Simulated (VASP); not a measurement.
# CS2 in VASP: notebook, part 2 of 2

VASP 6.6.1. Earlier steps stand in the parts before.

**4. Single point, PBE+D3(BJ)**

INCAR reads:

```
SYSTEM = CS2
ALGO = Normal
EDIFF = 1E-7
ENCUT = 520
GGA = PE
ISIF = 2
ISMEAR = -1
IVDW = 12
LASPH = .TRUE.
LCHARG = .TRUE.
LELF = .TRUE.
LREAL = Auto
LVHAR = .TRUE.
LWAVE = .FALSE.
NBANDS = 82
NELM = 100
PREC = Accurate
SIGMA = 0.05
```

KPOINTS reads:

```
k-points
0
G
  1 1 1
  0 0 0
```

POSCAR reads:

```
CS2
1.0
    9.2831780000      0.0000000000      0.0000000000
    0.0000000000      9.2831780000      0.0000000000
    0.0000000000      0.0000000000      9.2831780000
S C
16 8
Direct
    0.1726779342     -0.0047936170      0.9614918512
    0.2909456223     -0.0684140711      0.6560792005
    0.6928123106      0.8546642109      0.9518723006
    0.9620412320      0.6504130374      0.9899303881
    0.5300770921      0.9824437278      0.3463038197
    0.4188651774      0.7040584593      0.2127719624
    0.8253854445      0.9205899101      0.5938699010
    0.9788350498      0.9287552172      0.2997572599
    0.5122491457      0.2421692227      0.8535977658
    0.2734408411      0.4496197315      0.9625152076
    1.0304876196      0.4420576660      0.2527905853
    0.9050241200      0.5249064491      0.5537004677
    0.3071577427      0.4204486869      0.5419587990
    0.5345367718      0.6301398077      0.6829342279
    0.8420715406      0.2489556917      1.0485525539
    0.9335919229      0.2278745490      0.7245686768
    0.2299966671     -0.0388229117      0.8086131710
    0.8324950787      0.7559049282      0.9726733668
    0.4596055359      0.8428579092      0.2801626770
    0.9217425326      0.9279796208      0.4578281274
    0.3920209221      0.3467347066      0.9133402376
    0.9766267543      0.4881733389      0.4067033940
    0.4136083570      0.5368204725      0.6109114788
    0.8853325876      0.2439897199      0.8852571824
```

Potentials or basis: VASP PAW PBE potentials, release 64 (S, C).

Run with:

```
cat potpaw_PBE.64/S/POTCAR potpaw_PBE.64/C/POTCAR > POTCAR
mpirun -np 1 vasp_gam > vasp.out
```

OUTCAR:

```text
SYSTEM = CS2
   EDIFF = 1E-7
   ENCUT = 520
   GGA = PE
   ISIF = 2
   ISMEAR = -1
   IVDW = 12
   LASPH = .TRUE.
   LREAL = Auto
   NELM = 100
   PREC = Accurate
 IVDW          = 12

 ion  position               nearest neighbor table
   1  0.173  0.995  0.961-  17 1.55
   2  0.291  0.932  0.656-  17 1.55
   3  0.693  0.855  0.952-  18 1.60
   4  0.962  0.650  0.990-  18 1.56
   5  0.530  0.982  0.346-  19 1.58
[... 320 lines left out ...]
  -------------------------------------------------------------------------------------
  Total      -3.93736     1.50402     0.14890     0.95549     0.87211    -0.42415
  in kB      -7.88544     3.01213     0.29821     1.91358     1.74659    -0.84946
  external pressure =       -1.53 kB  Pullay stress =        0.00 kB

 VOLUME and BASIS-vectors are now :
 -----------------------------------------------------------------------------
  energy-cutoff  :      520.00
  volume of cell :      800.00
      direct lattice vectors                 reciprocal lattice vectors
     9.283178000  0.000000000  0.000000000     0.107721731  0.000000000  0.000000000
     0.000000000  9.283178000  0.000000000     0.000000000  0.107721731  0.000000000
     0.000000000  0.000000000  9.283178000     0.000000000  0.000000000  0.107721731

 POSITION                                       TOTAL-FORCE (eV/Angst)
 -----------------------------------------------------------------------------------
      1.60300      9.23868      8.92570        -0.086589      0.029854      0.385769
      2.70090      8.64808      6.09050         0.048794     -0.057137     -0.313295
      6.43150      7.93400      8.83640         1.531276     -0.859249      0.353126
      8.93080      6.03790      9.18970        -0.349810      0.473635     -0.168611
      4.92080      9.12020      3.21480        -0.571918     -0.259357     -0.154121
      3.88840      6.53590      1.97520        -1.520146     -3.644631     -1.717136
[... 16 lines left out ...]
      3.83960      4.98340      5.67120        -0.285056     -1.413426     -0.497353
      8.21870      2.26500      8.21800         0.225083     -0.297771      0.006066
 -----------------------------------------------------------------------------------
    total drift:                                0.010081      0.012857     -0.015691

  FREE ENERGIE OF THE ION-ELECTRON SYSTEM (eV)
  ---------------------------------------------------
  free  energy   TOTEN  =      -135.1471713102 eV

  energy  without entropy=     -135.1471713102  energy(sigma->0) =     -135.14717131
```

OSZICAR:

```text
N       E                     dE             d eps       ncg     rms          rms(c)
DAV:   1     0.108369209955E+04    0.10837E+04   -0.57899E+04   164   0.134E+03
DAV:   2    -0.574504705349E+01   -0.10894E+04   -0.10537E+04   222   0.263E+02
DAV:   3    -0.136787484228E+03   -0.13104E+03   -0.12957E+03   192   0.989E+01
[... 13 lines left out ...]
DAV:  17    -0.132237058265E+03    0.54995E-05   -0.34433E-06   208   0.682E-03    0.103E-02
DAV:  18    -0.132237057431E+03    0.83465E-06   -0.85639E-07   184   0.309E-03    0.467E-03
DAV:  19    -0.132237056871E+03    0.56010E-06   -0.30259E-07   144   0.226E-03    0.499E-03
DAV:  20    -0.132237056758E+03    0.11272E-06   -0.10899E-07   112   0.117E-03    0.291E-03
DAV:  21    -0.132237056796E+03   -0.38266E-07   -0.63807E-08    88   0.907E-04
   1 F= -.13514717E+03 E0= -.13514717E+03  d E =-.650398E-10
```

stdout:

```text
POSCAR found type information on POSCAR S C
 POSCAR found :  2 types and      24 ions
 scaLAPACK will be used
 LDA part: xc-table for (Slater+PW92), standard interpolation
 POSCAR, INCAR and KPOINTS ok, starting setup
 FFT: planning ... GRIDC
 FFT: planning ... GRID_SOFT
 FFT: planning ... GRID
 WAVECAR not read
 entering main loop
```

Run time: 2 min. Hardware: 1 thread of Intel Xeon Platinum 8488C (Sapphire Rapids), shared host; peak memory 0.66 GiB.

Results:

```
Free energy                : -135.1472 eV
Pressure                   : -0.2 GPa
Largest force              : 4.823 eV/Å
Band gap on the k mesh     : 2.74 eV, direct
Dispersion energy per atom : -0.121 eV
```

Forces on the atoms (eV/Å):
```
S   -0.087  0.030  0.386
S    0.049 -0.057 -0.313
S    1.531 -0.859  0.353
S   -0.350  0.474 -0.169
S   -0.572 -0.259 -0.154
S   -1.520 -3.645 -1.717
S    0.169 -0.058  0.614
S    0.558  0.069  0.248
S   -0.820  0.637  0.503
S   -0.963  0.806  0.532
S    0.163  0.073  0.955
S    0.122  0.205 -0.012
S    0.950  1.510  0.654
S   -0.567 -0.098 -0.381
S   -0.050  0.082 -0.607
S   -0.109  0.271  0.683
C    0.063  0.079 -0.041
C   -1.324  0.570 -0.335
C    2.055  3.936  1.882
C   -0.755 -0.175 -0.949
C    1.758 -1.639 -0.956
C   -0.241 -0.241 -0.686
C   -0.285 -1.413 -0.497
C    0.225 -0.298  0.006
```

Expect the measured gap to be larger: semilocal functionals such as PBE lack the derivative discontinuity.

**5. Single point, PBE+D3(BJ)**

INCAR reads:

```
ALGO     = Normal         # electronic algorithm
EDIFF    = 1E-6           # SCF threshold, eV
ENCUT    = 520            # plane-wave cutoff, eV
GGA      = PE             # functional
ISIF     = 2              # what is computed and relaxed
ISMEAR   = -1             # smearing method
IVDW     = 12             # dispersion correction
LASPH    = True           # aspherical terms in the spheres
LCHARG   = False          # write CHGCAR
LREAL    = Auto         
LWAVE    = False          # write WAVECAR
NBANDS   = 82             # bands
NELM     = 100            # most SCF steps
PREC     = Accurate       # precision mode
SIGMA    = 0.05           # smearing width, eV
```

KPOINTS reads:

```
k-points
0
Gamma
  1 1 1
```

POSCAR reads:

```
CS2
1.0
    9.2831780000      0.0000000000      0.0000000000
    0.0000000000      9.2831780000      0.0000000000
    0.0000000000      0.0000000000      9.2831780000
S C
16 8
Direct
    0.1633276880     -0.0162121205      0.9664578230
    0.2754013766     -0.0732938655      0.6552928318
    0.7027442542      0.8629803285      0.9538112918
    0.9646696422      0.6573718612      0.9766267543
    0.5180984357      0.9771653630      0.3398836045
    0.4087177904      0.6940618827      0.1985203774
    0.8371809740      0.9210423413      0.5933636089
    0.9788673663      0.9127154515      0.2865074870
    0.4798895378      0.2303952375      0.8671060708
    0.2552035521      0.4685572118      0.9478973688
    1.0262757000      0.4569448092      0.2543525504
    0.9103240291      0.5553378380      0.5493485097
    0.2996926268      0.4256301021      0.5495424089
    0.5256820455      0.6198954711      0.6992217536
    0.8344879307      0.2618930715      1.0361106940
    0.9188986789      0.2129443171      0.7210354040
    0.2317094426     -0.0318640879      0.8104552126
    0.8317733431      0.7575638429      0.9636570580
    0.4781444458      0.8314717223      0.2619253881
    0.9098285092      0.9148914305      0.4391814958
    0.3689576996      0.3467562509      0.9165288008
    0.9680090159      0.5181738409      0.4014896623
    0.4223230450      0.5265976802      0.6101035658
    0.8877347822      0.2521442549      0.8801619445
```

Run with:

```
cat potpaw_PBE.64/S/POTCAR potpaw_PBE.64/C/POTCAR > POTCAR
mpirun -np 1 vasp_gam > vasp.out
```

Run time: 1.9 min. Hardware: 1 thread of Intel Xeon Platinum 8488C (Sapphire Rapids), shared host; peak memory 0.64 GiB.

The run converged. Its results:

- Free energy: -135.1383 eV
- Pressure: 0.1 GPa
- Largest force: 2.750 eV/Å
- Band gap on the k mesh: 2.71 eV, direct
- Dispersion energy per atom: -0.122 eV

Forces in eV/Å, atoms in the order of the input:
```
S    0.866  0.241 -1.088
S    0.412  0.204 -0.456
S   -0.334  0.234  0.010
S   -0.117 -0.084 -0.158
S    0.210 -0.713 -0.561
S    0.161 -0.517 -0.332
S    0.413 -0.270 -1.200
S    0.012 -0.077  0.221
S   -0.230  0.313  0.363
S    0.619 -0.801  0.065
S   -0.030  0.329  0.674
S   -0.793  0.729  1.940
S    0.839  0.616 -0.142
S    0.986  0.733  0.128
S   -0.293  0.382  1.304
S    0.537  0.515 -0.433
C   -1.248 -0.447  1.540
C    0.199  0.018 -0.032
C   -0.408  1.286  0.960
C   -0.525  0.200  0.906
C   -0.284  0.265 -0.293
C    0.915 -1.234 -2.281
C   -1.702 -1.286 -0.269
C   -0.205 -0.636 -0.866
```

Stress tensor (GPa, compression positive):
```
-0.19  0.08  0.12
 0.08 -0.09  0.13
 0.12  0.13  0.61
```

Levels at points of the mesh, in eV from the valence-band top:
```csv
k point,band 61,band 62,band 63,band 64,band 65,band 66,band 67,band 68
"(0.00, 0.00, 0.00)",-0.49,-0.45,-0.34,0.00,2.71,2.78,2.87,2.96
```

A hybrid or GW would open this gap; PBE tends to underestimate it.
